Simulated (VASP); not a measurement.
Input:

```xyz
2
Lattice="0.0000 2.9194 2.9194 2.9194 0.0000 2.9194 2.9194 2.9194 0.0000" Properties=species:S:1:pos:R:3 pbc="T T T"
Ag     0.0000     0.0000     0.0000
Br     2.9194     2.9194     2.9194
```

Computed with B3LYP hybrid, VASP's PBE PAW potentials (set 64) (plane waves; VASP). Run with 520 eV cut-off, 6×6×6 Γ-centred mesh, Gaussian smearing of 0.050 eV, potentials Ag Br.

What does the run give for the energy per atom (σ→0), pressure, band gap (over the mesh, the named points and PBE's band edges) with the smallest direct gap where there is one?

```yaml
band gap (over the mesh, the named points and PBE's band edges): 2.33 eV
smallest direct gap (over the mesh, the named points and PBE's band edges): 3.97 eV
energy per atom (σ→0): -2.843 eV/atom
pressure: 2.47 GPa
```

Only differences to runs with the same potentials and settings are physical.

The compound is AgBr in the rock salt structure. It was relaxed first.
